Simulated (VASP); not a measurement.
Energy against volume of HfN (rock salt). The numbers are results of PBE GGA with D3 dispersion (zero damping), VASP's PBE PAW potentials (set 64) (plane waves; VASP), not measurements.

```csv
V (Å³/atom),E (eV/atom)
10.732,-11.15212
11.074,-11.18347
11.417,-11.19336
11.759,-11.18497
12.102,-11.16106
```

Task: Fit a third-order Birch-Murnaghan equation of state.

Result: 
The volume per atom is 11.42 Å³/atom. The bulk modulus is 2830 kbar and the pressure derivative of the bulk modulus is 4.39. The lattice constant a is 4.504 Å.

Measured: a 4.524 Å (computed value off by -0.4 %), as given by Seo, Lee, Wen, Petrov, Greene, Gall, J. Appl. Phys. 96, 878 (2004). The calculation is for a static lattice, while the measured a holds thermal and zero-point effects, which are part of the difference.

The compound is HfN in the rock salt structure. It was relaxed first.
